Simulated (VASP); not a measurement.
Output of a VASP run:

### OSZICAR
```
...
DAV:   4    -0.426148120558E+02    0.49514E-03   -0.26452E-03  8066   0.111E+00    0.200E-01
DAV:   5    -0.426145599244E+02    0.25213E-03   -0.62081E-04  8316   0.548E-01    0.321E-02
DAV:   6    -0.426145269516E+02    0.32973E-04   -0.39374E-05  4972   0.630E-02    0.191E-02
DAV:   7    -0.426145291773E+02   -0.22257E-05   -0.10798E-05  3582   0.672E-02
   3 F= -.42614529E+02 E0= -.42613656E+02  d E =-.510277E-03  mag=    11.2104
       N       E                     dE             d eps       ncg     rms          rms(c)
DAV:   1    -0.426144571695E+02    0.69782E-04   -0.70599E-02  5160   0.136E+00    0.166E-01
DAV:   2    -0.426159281546E+02   -0.14710E-02   -0.41932E-03  7788   0.134E+00    0.449E-01
DAV:   3    -0.426150462667E+02    0.88189E-03   -0.60481E-03  7956   0.166E+00    0.222E-01
DAV:   4    -0.426147834776E+02    0.26279E-03   -0.91831E-04  8166   0.641E-01    0.733E-02
DAV:   5    -0.426147624117E+02    0.21066E-04   -0.10841E-04  7346   0.220E-01    0.293E-02
DAV:   6    -0.426147732336E+02   -0.10822E-04   -0.17107E-05  3256   0.669E-02    0.121E-02
DAV:   7    -0.426148190684E+02   -0.45835E-04   -0.73809E-06  3142   0.355E-02    0.116E-02
DAV:   8    -0.426148549701E+02   -0.35902E-04   -0.64959E-06  3014   0.457E-02    0.919E-03
DAV:   9    -0.426148778611E+02   -0.22891E-04   -0.26288E-06  3006   0.948E-03    0.857E-03
DAV:  10    -0.426149106074E+02   -0.32746E-04   -0.82442E-07  3038   0.882E-03    0.637E-03
DAV:  11    -0.426149779535E+02   -0.67346E-04   -0.18573E-06  3156   0.107E-02    0.678E-03
DAV:  12    -0.426151143668E+02   -0.13641E-03   -0.95014E-06  3680   0.111E-02    0.388E-03
DAV:  13    -0.426151549445E+02   -0.40578E-04   -0.22075E-06  3370   0.663E-03    0.280E-03
DAV:  14    -0.426151890756E+02   -0.34131E-04   -0.29149E-06  3314   0.752E-03    0.234E-03
DAV:  15    -0.426151873391E+02    0.17365E-05   -0.17990E-06  3224   0.406E-03
   4 F= -.42615187E+02 E0= -.42614343E+02  d E =-.658162E-03  mag=    11.1971
       N       E                     dE             d eps       ncg     rms          rms(c)
DAV:   1    -0.426126683577E+02    0.25207E-02   -0.63569E-01  5160   0.409E+00    0.498E-01
DAV:   2    -0.426266069157E+02   -0.13939E-01   -0.39051E-02  7764   0.410E+00    0.137E+00
DAV:   3    -0.426177595554E+02    0.88474E-02   -0.60167E-02  8034   0.503E+00    0.659E-01
DAV:   4    -0.426157222135E+02    0.20373E-02   -0.80787E-03  8338   0.187E+00    0.219E-01
DAV:   5    -0.426154999022E+02    0.22231E-03   -0.10102E-03  7934   0.669E-01    0.828E-02
DAV:   6    -0.426153998687E+02    0.10003E-03   -0.15252E-04  6468   0.190E-01    0.447E-02
DAV:   7    -0.426153321312E+02    0.67738E-04   -0.46624E-05  5430   0.112E-01    0.263E-02
DAV:   8    -0.426153549739E+02   -0.22843E-04   -0.24284E-05  3562   0.102E-01    0.193E-02
DAV:   9    -0.426153849915E+02   -0.30018E-04   -0.84659E-06  3312   0.445E-02    0.167E-02
DAV:  10    -0.426154137498E+02   -0.28758E-04   -0.39637E-06  3144   0.230E-02    0.120E-02
DAV:  11    -0.426154790999E+02   -0.65350E-04   -0.11617E-05  3980   0.191E-02    0.105E-02
DAV:  12    -0.426155227697E+02   -0.43670E-04   -0.54425E-06  3474   0.181E-02    0.123E-02
DAV:  13    -0.426155719807E+02   -0.49211E-04   -0.49599E-06  3620   0.148E-02    0.102E-02
DAV:  14    -0.426156231471E+02   -0.51166E-04   -0.99983E-06  3746   0.284E-02    0.344E-03
DAV:  15    -0.426156391265E+02   -0.15979E-04   -0.18053E-06  3258   0.101E-02    0.215E-03
DAV:  16    -0.426156437804E+02   -0.46539E-05   -0.63943E-07  3096   0.492E-03
   5 F= -.42615644E+02 E0= -.42614895E+02  d E =-.111460E-02  mag=    11.1731
```

### OUTCAR
```
------------------------ aborting loop because EDIFF is reached ----------------------------------------
  FORCE on cell =-STRESS in cart. coord.  units (eV):
  Direction    XX          YY          ZZ          XY          YZ          ZX
  --------------------------------------------------------------------------------------
  Total       -1.5298226     -1.7092988     -0.2674972     -0.2538178      0.0000000      0.0000000
  in kB      -18.3035998    -20.4509463     -3.2004772     -3.0368088      0.0000000      0.0000000
  external PRESSURE =     -13.9850078 kB  Pullay stress =       0.0000000 kB
  volume of cell :      133.91
      direct lattice vectors                 reciprocal lattice vectors
     2.412344783  0.000000000  0.000000000     0.414534443  0.146560134  0.000000000
    -0.804115251  2.274380208  0.000000000     0.000000000  0.439680224  0.000000000
     0.000000000  0.000000000 24.406904725     0.000000000  0.000000000  0.040972012
 POSITION                                       TOTAL-FORCE (eV/Angst)
 -----------------------------------------------------------------------------------
      0.80411      1.13719      8.28151        -0.000000      0.000000      0.001019
      0.00000      0.00000     10.23653        -0.000000      0.000000      0.022581
      0.80411      1.13719     12.20345         0.000000      0.000000      0.000000
      0.00000      0.00000     14.17037         0.000000      0.000000     -0.022581
      0.80411      1.13719     16.12540        -0.000000      0.000000     -0.001019
 -----------------------------------------------------------------------------------
    total drift:                                0.000000      0.000000      0.000000
  FREE ENERGIE OF THE ION-ELECTRON SYSTEM (eV)
  ---------------------------------------------------
  free  energy   TOTEN  =       -42.6156437804 eV

  energy  without entropy=      -42.6133980823  energy(sigma->0) =      -42.61489521

 total charge

# of ion       s       p       d       tot
------------------------------------------
    1        0.499   0.438   6.249   7.185
    2        0.512   0.588   6.291   7.390
    3        0.512   0.589   6.284   7.384
    4        0.512   0.588   6.291   7.390
    5        0.499   0.438   6.249   7.185
--------------------------------------------------
tot          2.532   2.640  31.363  36.535

 magnetization (x)

# of ion       s       p       d       tot
------------------------------------------
    1       -0.004  -0.016   2.415   2.395
    2       -0.014  -0.048   2.169   2.107
    3       -0.012  -0.046   2.068   2.010
    4       -0.014  -0.048   2.169   2.107
    5       -0.004  -0.016   2.415   2.395
--------------------------------------------------
tot         -0.048  -0.174  11.236  11.014

 reached required accuracy - stopping structural energy minimisation
```
(Selected blocks of OUTCAR.)

**POSCAR**
```
Fe(110) slab
1
    2.4123447834    -0.0000000000    -0.0000000000
   -0.8041152513     2.2743802080    -0.0000000000
    0.0000000000    -0.0000000000    24.4069047251
Fe
5
Direct
  0.5000000000   0.5000000000   0.3385970000
  0.0000000000   0.0000000000   0.4192990000
  0.5000000000   0.5000000000   0.5000000000
  0.0000000000   0.0000000000   0.5807010000
  0.5000000000   0.5000000000   0.6614030000
```

Question: Reconstruct the remaining input files.

Answer: Several could match; the one computed here: the input of the run itself, PBEsol GGA, plane waves, VASP's PBE PAW potentials (set 64).

**INCAR**
```
# general
SYSTEM  = Fe(110) slab
PREC    = Normal
ENCUT   = 400
LREAL   = F
LASPH   = T

# electronic loop
EDIFF   = 1E-5
NELM    = 100
NELMIN  = 4
ALGO    = Normal
LMAXMIX = 4

# smearing
ISMEAR  = 1
SIGMA   = 0.1

# functional
GGA     = PS

# spin
ISPIN   = 2
MAGMOM  = 2.5 2.5 2.5 2.5 2.5

# ions
IBRION  = 2
NSW     = 50
ISIF    = 2
EDIFFG  = -0.03

# output
LWAVE   = T
LCHARG  = F
LORBIT  = 10

# other
LDIPOL  = T
IDIPOL  = 3
DIPOL   = 0.5 0.5 0.5
```

**KPOINTS**
```
Automatic mesh
0
Gamma
12 12 1
0 0 0
```

POTCAR, in this order: Fe (PBE.64 set). Program: vasp_std.

The cell is a thin slab with vacuum, built from Fe (bcc): (110) face.
